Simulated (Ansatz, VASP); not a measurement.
# MoSeO (2H-MoOSe monolayer): VASP beside Ansatz

Aim: how closely do two programs agree when they are given the same cell, functional and k mesh? The structure shown is the start of the Ansatz relaxation below; VASP solves that cell, so the two are compared at the walk's first step.

Method: plane waves, with VASP 6.6.1 beside it; single point at PBE with D3(BJ), in Ansatz 0.2.0.

## 1. Starting point

The cell holds 3 atoms: 1 Se, 1 Mo and 1 O. Its edges and angles: a = 3.074 Å, b = 3.074 Å, c = 36.966 Å, α = 90.0°, β = 90.0°, γ = 120.0°. Vacuum lies along c.

## 2. Ansatz: relaxation, PBE with D3(BJ)

Ansatz runs on its default PAW (the set named soft_2) files.

The two programs are compared at the cell with which this relaxation starts, whose forces are those of its first step.

Input file input.yaml:

```yaml
crystal:
  lattice:
    - [3.073852, 0.0, 0.0]
    - [-1.536926, 2.6620339195, 0.0]
    - [0.0, 0.0, 36.9660770072]
  atoms:
    - { symbol: Se, position: [0.3333333333, 0.6666666667, 0.4598810958] }
    - { symbol: Mo, position: [0.0, 0.0, 0.511504846] }
    - { symbol: O, position: [0.3333333333, 0.6666666667, 0.5401189042] }
  periodic: [true, true, false]
kpoints:
  mp_grid: { grid: [12, 12, 1] }
hamiltonian:
  xc: pbe
  dispersion: d3bj
scf:
  occupations: { method: fermi_dirac, width: 0.05 }
  convergence: { dr2_threshold: 1.0e-09 }
relax:
  f_tol: 0.004
  max_steps: 90
  cell: {}
output:
  write_potential: true
  write_density: true
  volumetric_format: npy
```

Run with:

```console
> ansatz run input.yaml --threads 4 --pin off --max-ram 6144MiB --backend cpu --events-out ev --progress --plain --runs-dir out
```

Numbers of over 12 decimals in the logs are rounded to 6 here.

Output:

```text
Warning: relax.cell: scf.convergence.dr2_threshold = 1e-9 eV is looser than the 1.7844486774e-10 eV advised for a relaxation that steers and ends on the stress (1e-10 eV for each atom of the cell: 3, times the square of relax.cell.stress_2d_tol = 0.05 N/m over 13.0 Å (the atoms' height at the walk's start and 5 Å past either face), 3.856e-2 GPa, over a crystal's default 0.05). What an SCF threshold leaves in a stress goes as its square root, and in the free energy as the threshold itself, and one threshold admits the most on a small cell: [figures from the program's tests cut] Set scf.convergence.dr2_threshold to 1.7844486774e-10 eV or tighter. [rest of the remark cut]
Engine: ansatz 0.2.0, aarch64-unknown-linux-gnu
Pseudopotentials: kind: paw
Pseudopotential: Se, paw, valence charge 16, recommended cutoff 420 eV (normal), Se.paw.azcp
Pseudopotential: Mo, paw, valence charge 14, recommended cutoff 420 eV (normal), Mo.paw.azcp
Pseudopotential: O, paw, valence charge 6, recommended cutoff 420 eV (normal), O.paw.azcp
Functional definition: PBE
  parameter kappa = 0.804
  parameter beta = 0.066725
  exchange = pbe_x(kappa = kappa, mu = beta*pi^2/3)
  correlation = pbe_c(beta = beta)
Crystal: 3 atoms, lattice volume = 302.482 Å³
Basis set: ecut = 420 eV, 5895 PW (Γ), exchange–correlation on 48×48×500 points (8 copies of the dense FFT grid, shifted against one another)
Bands: 22, of which v1, the nominal top of the filled ones, is band 18 counted from 1 (17 counted from 0)
Symmetry: 6 space group operations
Space group: P3m1 (ITA 156), of the structure as read, at distance tolerance 6.7e-5 Å
k-points: 19 of 144 (time reversal used)
Non-local potential: Se, projectors of the file, l = 0: 2, l = 1: 2, l = 2: 3, l = 3: 1
Non-local potential: Mo, projectors of the file, l = 0: 3, l = 1: 2, l = 2: 2, l = 3: 1
Non-local potential: O, projectors of the file, l = 0: 2, l = 1: 2, l = 2: 1
PAW form: soft (Blöchl's): semilocal exchange-correlation on the pseudo side does not see the compensation charge
PAW one-centre angular grid: Se, 590 points (default); XC on 64 Gauss nodes
PAW one-centre angular grid: Mo, 590 points (default); XC on 64 Gauss nodes
PAW one-centre angular grid: O, 110 points (default); XC on 64 Gauss nodes
Initial density: superposition of atomic densities (neutral atoms: chi_scale 0, normalization atom), corrected by the library's trained network
Initial wavefunctions: pseudopotential atomic-orbital guess
Functional: x = pbe(κ = 0.804, μ = 0.219515), c = pbe(β = 0.066725)
SCF iter   1: F=—  HF=-10994.016506 eV  |F-HF|=—  |Δ(HF+E_count)|=         —  Δρ=4.42e-3  dr2=6.28e-2  ethr=1.77e-3  ⟨swp⟩=13.8  Hψ=3283  notcnv=0
preconditioner: auto → Resta (q_TF=auto, 1.913 Å⁻¹)  ε∞=2.0  [insulator: Δε(μ)=0.528 eV  Ē_g=8.855 eV  σ=0.050 eV  W_gap=0.99  n_scr=22 (ndim 8)  ℏωp=9.1 eV  f_vac=0.825  D(μ)=0.01/eV (n_scr^D=0)  ε∞_Penn≈2.0  vacuum switching on, ρ_ref=5.7e-3 e/Å³]
SCF iter   2: F=—  HF=-10994.027061 eV  |F-HF|=—  |Δ(HF+E_count)|=   1.06e-2  Δρ=3.41e-3  dr2=2.31e-1  ethr=1.75e-4  ⟨swp⟩=4.3  Hψ=1186  notcnv=0
SCF iter   3: F=—  HF=-10994.017698 eV  |F-HF|=—  |Δ(HF+E_count)|=   9.36e-3  Δρ=2.58e-3  dr2=9.73e-2  ethr=1.75e-4  ⟨swp⟩=3.3  Hψ=718  notcnv=0
SCF iter   4: F=—  HF=-10994.013029 eV  |F-HF|=—  |Δ(HF+E_count)|=   4.67e-3  Δρ=1.45e-3  dr2=1.52e-2  ethr=1.75e-4  ⟨swp⟩=2.0  Hψ=662  notcnv=0
SCF iter   5: F=—  HF=-10994.011965 eV  |F-HF|=—  |Δ(HF+E_count)|=   1.06e-3  Δρ=4.79e-4  dr2=9.66e-4  ethr=4.22e-5  ⟨swp⟩=2.1  Hψ=607  notcnv=0
SCF iter   6: F=—  HF=-10994.012113 eV  |F-HF|=—  |Δ(HF+E_count)|=   1.48e-4  Δρ=1.37e-4  dr2=3.92e-5  ethr=2.68e-6  ⟨swp⟩=3.1  Hψ=784  notcnv=0
SCF iter   7: F=—  HF=-10994.012095 eV  |F-HF|=—  |Δ(HF+E_count)|=   1.83e-5  Δρ=2.75e-5  dr2=1.86e-6  ethr=1.09e-7  ⟨swp⟩=3.8  Hψ=971  notcnv=0
SCF iter   8: F=—  HF=-10994.012063 eV  |F-HF|=—  |Δ(HF+E_count)|=   3.21e-5  Δρ=8.42e-6  dr2=1.67e-7  ethr=5.18e-9  ⟨swp⟩=3.2  Hψ=782  notcnv=0
SCF iter   9: F=—  HF=-10994.012063 eV  |F-HF|=—  |Δ(HF+E_count)|=   2.34e-7  Δρ=1.68e-6  dr2=7.52e-9  ethr=4.65e-10  ⟨swp⟩=3.5  Hψ=857  notcnv=0
SCF iter  10: F=—  HF=-10994.012063 eV  |F-HF|=—  |Δ(HF+E_count)|=   5.19e-8  Δρ=6.19e-7  dr2=1.11e-9  ethr=2.09e-11  ⟨swp⟩=3.5  Hψ=918  notcnv=0
[...]
Crystal: 3 atoms, lattice volume = 297.059 Å³
[...]
preconditioner: auto → Resta (q_TF=auto, 1.919 Å⁻¹)  ε∞=2.0  [insulator: Δε(μ)=0.890 eV  Ē_g=9.071 eV  σ=0.050 eV  W_gap=1.00  n_scr=22 (ndim 8)  ℏωp=9.1 eV  f_vac=0.827  D(μ)=0.00/eV (n_scr^D=0)  ε∞_Penn≈2.0  vacuum switching on, ρ_ref=6.0e-3 e/Å³]
[...]
SCF iter   5: F=—  HF=-10994.178482 eV  |F-HF|=—  |Δ(HF+E_count)|=   3.68e-5  Δρ=5.13e-6  dr2=8.74e-8  ethr=2.84e-10  ⟨swp⟩=4.3  Hψ=1037  notcnv=0
SCF iter   6: F=—  HF=-10994.178482 eV  |F-HF|=—  |Δ(HF+E_count)|=   1.33e-9  Δρ=9.50e-7  dr2=2.12e-9  ethr=2.43e-10  ⟨swp⟩=2.9  Hψ=668  notcnv=0
SCF iter   7: F=-10994.178482 eV  HF=-10994.178482 eV  |F-HF|=6.38e-10  |Δ(HF+E_count)|=   2.56e-9  Δρ=4.03e-7  dr2=5.79e-10  ethr=2.78e-12  ⟨swp⟩=13.7  Hψ=3511  notcnv=0
SCF 6 converged in 7 iterations: F = -10994.178482 eV  dr2 = 5.79e-10
relax step   6: F+E_penalty+E_count = -10994.17848171 eV  Δ(F+E_penalty+E_count) = -6.481e-5 eV  max|allowed force component| = 3.056e-3 eV/Å  Δτ_max = 0.0012 Å  P = +0.008 N/m  Ω = 297.059 Å³  energy of the carried Pulay correction = +1.425e-3 eV  fix = [c, alpha, beta]  reactions: c +0.000 N/m  (7 SCF iters, accepted)
Initial wavefunctions: pseudopotential atomic-orbital guess (no wavefunctions were taken with the density)
iter 1 solved again at ethr=9.62e-8 eV; its pass at ethr=3.10e-3 eV (dr2=3.46e-5 eV) is discarded
SCF iter   1: F=—  HF=-10994.177222 eV  |F-HF|=—  |Δ(HF+E_count)|=         —  Δρ=4.03e-5  dr2=7.64e-7  ethr=9.62e-8  ⟨swp⟩=7.1  Hψ=5560  notcnv=0
SCF iter   2: F=—  HF=-10994.177177 eV  |F-HF|=—  |Δ(HF+E_count)|=   4.46e-5  Δρ=2.12e-5  dr2=8.79e-7  ethr=2.12e-9  ⟨swp⟩=3.7  Hψ=925  notcnv=0
SCF iter   3: F=—  HF=-10994.177177 eV  |F-HF|=—  |Δ(HF+E_count)|=   2.03e-7  Δρ=1.60e-5  dr2=1.19e-6  ethr=2.12e-9  ⟨swp⟩=2.7  Hψ=650  notcnv=0
SCF iter   4: F=—  HF=-10994.177177 eV  |F-HF|=—  |Δ(HF+E_count)|=   7.51e-9  Δρ=5.35e-6  dr2=2.88e-7  ethr=2.12e-9  ⟨swp⟩=2.8  Hψ=593  notcnv=0
SCF iter   5: F=—  HF=-10994.177177 eV  |F-HF|=—  |Δ(HF+E_count)|=   1.51e-8  Δρ=1.89e-6  dr2=3.15e-9  ethr=7.99e-10  ⟨swp⟩=2.2  Hψ=544  notcnv=0
SCF iter   6: F=-10994.177177 eV  HF=-10994.177177 eV  |F-HF|=3.06e-10  |Δ(HF+E_count)|=   3.72e-9  Δρ=7.23e-7  dr2=8.09e-10  ethr=2.78e-12  ⟨swp⟩=17.8  Hψ=4014  notcnv=0
SCF 7 converged in 6 iterations: F = -10994.177177 eV  dr2 = 8.09e-10
relax step   7: F+E_penalty+E_count = -10994.17717736 eV  Δ(F+E_penalty+E_count) = +1.304e-3 eV  max|allowed force component| = 3.261e-3 eV/Å  Δτ_max = 0.0000 Å  P = -0.022 N/m  Ω = 297.059 Å³  fix = [c, alpha, beta]  reactions: c -0.000 N/m  stress off target by 2.19e-2 N/m on what of the cell is left free  SCF on the basis re-selected at this cell (its energy is not comparable with the rows above)  (6 SCF iters)
basis re-selected at this cell: Δ(F+E_penalty+E_count) = +1.304e-3 eV, ΔP = -0.030 N/m vs the last step (what re-selecting the basis moved, of the pressure what is left beyond the Pulay correction that the steps carried, after the strain that the cell walked since its last selection, with what the two solves' SCF thresholds leave and, on support functions, any second-order correction that the steps lacked; it is no m [...]
WARN: The output density's exchange-correlation potential varies sharply where the density is thin. Do not read a vacuum level from v_tot or v_xc, or from such a field of the output density. On a cell that repeats whose density bears no net charge and no dipole along the vacuum's axis use v_es (v_loc + v_h of the components); under efield.dipole_correction with no amplitude use v_es + v_field, which holds any externa [...]
SCF converged after 6 iterations
Free energy (F): -10994.177177 eV
Harris-Foulkes:  -10994.177177 eV  (|F-HF|=3.06e-10)
Internal energy: -10994.177173 eV  (E = F + TS)
E sigma→0 (E₀):  -10994.177175 eV
Entropy (-TS):   -0.000005 eV (-0.002 meV/atom)
Fermi energy:    -4.875001 eV
--- Per-component energies (eV) ---
  E_band       = -1135.091068
  E_kinetic    = 734.363917
  E_local      = -117899.125782  (includes V_loc(G=0)·N_el)
  E_nonlocal   = -405.825997
  E_hartree    = 58408.309975
  E_xc         = -361.918865
  E_vxc        = -421.926403  (∫ρ·V_xc dr)
  E_paw        = -5269.546053  (= ΣΔE_a)
  E_vpaw       = 40.801903  (= ΣTr[D̂ρ^β])
  E_aug_tail   = 0.001838  (compensation charges beyond the density's cutoff)
  E_ewald      = 53800.328923
  E_disp       = -0.765130  (pairwise vdW)
  E_smearing   = -0.000005  (= −TS)
  E_closure    = 0.000000  (closes the sum)
  Σ components = -10994.177177   (vs F -10994.177177, Δ=0.00e0)
--- Forces (eV/Å), atoms counted from 1 ---
  atom   1  Se     0.00000000     0.00000000    -0.00136377
  atom   2  Mo    -0.00000000     0.00000000     0.00325927
  atom   3  O      0.00000000     0.00000000    -0.00190109
  max |Σ_I F_I| component: 5.58e-6 eV/Å
--- 2D stress c σ (N/m, compression-positive) ---
       -0.021872      -0.000000      -0.000000
       -0.000000      -0.021872      -0.000000
       -0.000000      -0.000000      -0.000000
  P = ½ c Tr σ = -0.0219 N/m
--- Band table (eV; the first three rows and the last of 19) ---
  k-point 0: bands = [... 14 lower, -9.0572, -6.9630, -6.9630, -5.3057, -3.2345, -3.2345, -2.3136, -2.3136]
  k-point 1: bands = [... 14 lower, -8.9710, -7.2214, -7.0571, -5.4158, -3.2940, -3.1751, -2.7922, -2.3382]
  k-point 2: bands = [... 14 lower, -8.9000, -7.8796, -7.2317, -5.8090, -3.7193, -3.2020, -2.9986, -2.2245]
  k-point 18: bands = [... 14 lower, -10.0872, -9.2948, -8.3332, -6.4293, -4.4157, -3.0282, -2.2290, -1.7228]
  the weakly bound empty levels are not read free of the cell's end (no_gap_told)
--- Relaxed structure (6 steps of the walk, 5 accepted, 1 SCFs on fresh bases) ---
  F+E_penalty+E_count = -10994.17717736 eV   max|allowed force component| = 3.261e-3 eV/Å   (the final SCF, on the basis selected at the relaxed cell)
  cell:  # Å, volume = 297.0593 Å³
    - [3.046173, 0, 0]
    - [-1.523087, 2.638063, 0]
    - [0, 0, 36.9660770072]
  atoms:
    - { symbol: Se, position: [0.333333, 0.666667, 0.461802] }
    - { symbol: Mo, position: [0, -3.7007434155248937e-17, 0.509750] }
    - { symbol: O, position: [0.333333, 0.666667, 0.539953] }
```

The column dr2 measures how far the density is from self-consistency, as an energy; F and HF (Harris–Foulkes) agree once it is small.

## 3. VASP: single point, PBE with D3(BJ), start cell

The same cell, functional, mesh and smearing now go to VASP, with its own data sets.

Lines of VASP's logs that name or quote its potential files are left out, and so is its time.

Input file INCAR:

```
SYSTEM = MoSeO
PREC = Accurate
ENCUT = 520
EDIFF = 1E-06
NELM = 120
ISMEAR = -1
SIGMA = 0.05
LREAL = .FALSE.
ALGO = Normal
GGA = PE
IVDW = 12
NBANDS = 19
LASPH = .TRUE.
LORBIT = 11
LWAVE = .FALSE.
LCHARG = .FALSE.
ISIF = 2
LDIPOL = .TRUE.
IDIPOL = 3
DIPOL = 0.5 0.5 0.504
LVHAR = .TRUE.
GGA_COMPAT = .FALSE.
EFERMI = MIDGAP
NELMDL = -8
```

Input file POSCAR:

```
MoSeO
1.0
    3.0738520000      0.0000000000      0.0000000000
   -1.5369260000      2.6620340000      0.0000000000
    0.0000000000      0.0000000000     36.9660770000
Se Mo O
1 1 1
Direct
    0.3333332707      0.6666665414      0.4598810958
    0.0000000000      0.0000000000      0.5115048589
    0.3333332707      0.6666665414      0.5401189042
```

Input file KPOINTS:

```
Automatic mesh
0
Gamma
12 12 1
0 0 0
```

PAW data sets: Se, Mo_sv and O (PBE family, release 64).

Run with:

```console
> mpirun -np 1 vasp_std
```

Output:

```text
[banner, memory and clock lines left out]
running    1 mpi-ranks, on    1 nodes
 distrk:  each k-point on    1 cores,    1 groups
 distr:  one band on    1 cores,    1 groups

 POSCAR found type information on POSCAR SeMoO
 POSCAR found :  3 types and       3 ions
 LDA part: xc-table for (Slater+PW92), standard interpolation
 POSCAR, INCAR and KPOINTS ok, starting setup
 FFT: planning ... GRIDC
 FFT: planning ... GRID_SOFT
 FFT: planning ... GRID
 WAVECAR not read
 entering main loop
       N       E                     dE             d eps       ncg     rms          rms(c)
DAV:   1     0.174541388390E+03    0.17454E+03   -0.12688E+04  1018   0.100E+03
DAV:   2    -0.641549040911E+01   -0.18096E+03   -0.17359E+03   975   0.226E+02
DAV:   3    -0.255707325855E+02   -0.19155E+02   -0.18606E+02  1053   0.708E+01
DAV:   4    -0.258722066758E+02   -0.30147E+00   -0.30006E+00   965   0.899E+00
DAV:   5    -0.258754537496E+02   -0.32471E-02   -0.32416E-02   939   0.861E-01
DAV:   6    -0.258754949097E+02   -0.41160E-04   -0.40891E-04   967   0.103E-01
DAV:   7    -0.258754959453E+02   -0.10356E-05   -0.10349E-05   926   0.147E-02
DAV:   8    -0.258754959687E+02   -0.23406E-07   -0.23279E-07   828   0.229E-03    0.242E+01
DAV:   9    -0.233992379160E+02    0.24763E+01   -0.23716E+01   797   0.343E+01    0.785E+00
DAV:  10    -0.230837254342E+02    0.31551E+00   -0.11843E+01   824   0.212E+01    0.763E+00
DAV:  11    -0.227324582518E+02    0.35127E+00   -0.44718E+00   790   0.110E+01    0.168E+00
DAV:  12    -0.226383987579E+02    0.94059E-01   -0.89804E-01   947   0.448E+00    0.515E-01
DAV:  13    -0.226355890881E+02    0.28097E-02   -0.57898E-02   858   0.139E+00    0.239E-01
DAV:  14    -0.226350222384E+02    0.56685E-03   -0.64895E-03   868   0.538E-01    0.928E-02
[...]
DAV:  20    -0.226350764203E+02   -0.36384E-04   -0.29597E-06   889   0.733E-03    0.397E-03
DAV:  21    -0.226351345686E+02   -0.58148E-04   -0.49130E-06   886   0.113E-02    0.311E-03
DAV:  22    -0.226351495233E+02   -0.14955E-04   -0.85882E-07   792   0.520E-03    0.125E-03
DAV:  23    -0.226351666068E+02   -0.17084E-04   -0.32654E-07   691   0.188E-03    0.548E-04
DAV:  24    -0.226351763336E+02   -0.97268E-05   -0.28297E-07   667   0.153E-03    0.327E-04
DAV:  25    -0.226351808491E+02   -0.45155E-05   -0.17056E-07   685   0.166E-03    0.475E-04
DAV:  26    -0.226351822220E+02   -0.13729E-05   -0.33674E-08   554   0.927E-04    0.102E-04
DAV:  27    -0.226351828524E+02   -0.63037E-06   -0.12469E-08   503   0.440E-04
   1 F= -.23377339E+02 E0= -.23377220E+02  d E =-.239333E-03
```

From OUTCAR (step 3):

```text
ion  position               nearest neighbor table
   1  0.333  0.667  0.460-   2 2.61   2 2.61   2 2.61
   2  0.000  0.000  0.512-   3 2.07   3 2.07   3 2.07   1 2.61   1 2.61   1 2.61
   3  0.333  0.667  0.540-   2 2.07   2 2.07   2 2.07

  LATTYP: Found a hexagonal cell.
 ALAT       =     3.0738520000
 C/A-ratio  =    12.0259781538

 Subroutine GETGRP returns: Found  6 space group operations
 (whereof  6 operations were pure point group operations)

The static configuration has the point symmetry C_3v.

 Found     19 irreducible k-points:

   k-points           NKPTS =     19   k-points in BZ     NKDIM =     19   number of bands    NBANDS=     19

   dimension x,y,z NGX =    24 NGY =   24 NGZ =  280
   dimension x,y,z NGXF=    48 NGYF=   48 NGZF=  560

   ENCUT  =  520.0 eV  38.22 Ry    6.18 a.u.   5.72  5.72 68.73*2*pi/ulx,y,z

   NELECT =      26.0000    total number of electrons

 k-points in reciprocal lattice and weights: Automatic mesh
   0.00000000  0.00000000  0.00000000       0.007
   0.08333333 -0.00000000  0.00000000       0.042
   0.16666667  0.00000000  0.00000000       0.042
   0.25000000 -0.00000000  0.00000000       0.042
   0.33333333 -0.00000000  0.00000000       0.042
   0.41666667 -0.00000000  0.00000000       0.042
   0.50000000 -0.00000000  0.00000000       0.021
   0.08333333  0.08333333  0.00000000       0.042
   0.16666667  0.08333333  0.00000000       0.083
[...]
0.33333333  0.25000000  0.00000000       0.083
   0.33333333  0.33333333  0.00000000       0.014

 dipolmoment           0.000000      0.000000      0.091930 electrons x Angstroem

 average (electrostatic) potential at core
       1 -62.3267       2 -85.9868       3 -79.4881

 E-fermi :  -2.8339

 k-point     1 :       0.0000    0.0000    0.0000
  band No.  band energies     occupation
    ...
      9      -8.6122      2.00000
     10      -7.2856      2.00000
     11      -4.5196      2.00000
     12      -4.5196      2.00000
     13      -3.0451      1.97115
     14      -0.9580      0.00000
     15      -0.9580      0.00000
     16      -0.5962      0.00000
     17      -0.5962      0.00000
     18       0.0789      0.00000
    ...

 k-point     2 :       0.0833   -0.0000    0.0000
  band No.  band energies     occupation
    ...
      9      -8.5611      2.00000
     10      -7.1779      2.00000
     11      -4.7840      2.00000
     12      -4.6000      2.00000
     13      -3.1530      1.99662
     14      -1.2429      0.00000
     15      -0.9510      0.00000
     16      -0.8807      0.00000
     17      -0.5909      0.00000
     18       0.2938      0.00000
    ...

 k-point     3 :       0.1667    0.0000    0.0000
  band No.  band energies     occupation
    ...
      9      -8.4408      2.00000
     10      -6.9722      2.00000
     11      -5.5579      2.00000
     12      -4.7510      2.00000
     13      -3.5752      2.00000
     14      -1.9720      0.00000
     15      -1.1674      0.00000
     16      -0.7977      0.00000
     17      -0.3459      0.00000
     18       0.7413      0.00000
    ...

 Edisp (eV)   -0.74216

  Total      -1.34331    -1.34331    -2.88817     0.00000     0.00000     0.00000
  in kB      -7.11520    -7.11520   -15.29798     0.00000     0.00000     0.00000
  external pressure =       -9.84 kB  Pullay stress =        0.00 kB

  energy-cutoff  :      520.00
  volume of cell :      302.48
      direct lattice vectors                 reciprocal lattice vectors
     3.073852000  0.000000000  0.000000000     0.325324707  0.187826301  0.000000000
    -1.536926000  2.662034000  0.000000000     0.000000000  0.375652602  0.000000000
     0.000000000  0.000000000 36.966077000     0.000000000  0.000000000  0.027051829

 POSITION                                       TOTAL-FORCE (eV/Angst)
 -----------------------------------------------------------------------------------
      0.00000      1.77469     17.00000        -0.000000      0.000000      1.799511
      0.00000      0.00000     18.90833        -0.000000     -0.000000     -2.342093
      0.00000      1.77469     19.96608         0.000000      0.000000      0.542582
 -----------------------------------------------------------------------------------
    total drift:                               -0.000000      0.000487     -0.000133

  FREE ENERGIE OF THE ION-ELECTRON SYSTEM (eV)
  ---------------------------------------------------
  free  energy   TOTEN  =       -23.3773393389 eV

  energy  without entropy=      -23.3771000060  energy(sigma->0) =      -23.37721967

 vacuum level on the upper side and lower side of the slab         2.895         0.862

 total charge
# of ion       s       p       d       tot
------------------------------------------
    1        1.491   2.283   0.061   3.836
    2        2.264   6.202   3.798  12.264
    3        1.574   3.396   0.000   4.971
--------------------------------------------------
tot          5.329  11.882   3.859  21.070

[... 3 further parts left out ...]
```

## 4. Differences

Known differences besides the potentials themselves: Ansatz cuts the interaction across the vacuum, VASP repeats the sheet with a dipole correction; the data sets hold 36 valence electrons in Ansatz (on its default PAW (the set named soft_2) files) and 26 in VASP; the cutoff is 420 eV in Ansatz and 520 eV in VASP. Total energies have different zeros and are not compared.

Forces (eV/Å; atoms numbered as in POSCAR):

```csv
atom,"Ansatz x, y, z","VASP x, y, z"
Se1,"0.000, 0.000, 1.830","0.000, 0.000, 1.800"
Mo2,"0.000, 0.000, -2.334","0.000, 0.000, -2.342"
O3,"0.000, 0.000, 0.504","0.000, 0.000, 0.543"
```

The forces differ by 17 meV/Å r.m.s., which is 1.7 % of the r.m.s. force of 1.001 eV/Å (both taken over all components). With vacuum in the cell, a pressure given here is an average over mostly empty space and none of the material.

## 5. What came out

```yaml
r_m_s_force_difference_single_point_pbe_with_d3_bj_start_cell: 1.7 % of the r.m.s. force
```

The r.m.s. force difference is 1.7 % of the r.m.s. force (single point, PBE with D3(BJ), start cell), within the 3 % picked in this series as the mark of a large difference. The data sets hold unlike numbers of valence electrons (36 in Ansatz and 26 in VASP), so part of the differences comes from the potentials. 1 further run of this series is not shown here. Such differences can come from data sets, numerical settings and the points named under the comparisons, not from the functional's error against experiment.

[Lines on the potential files, build, host, timing and source positions are cut from VASP's logs without a mark.]

[Logs are printed without paths, hosts, clocks, repeated set-up lines and the standing remarks that a program may print on its own settings, such as how far it seeks lower states.]

[Hosts, paths, dates, database ids (printed as entryN), source tags and the programs' standing remarks are cut or masked in the printed files.]
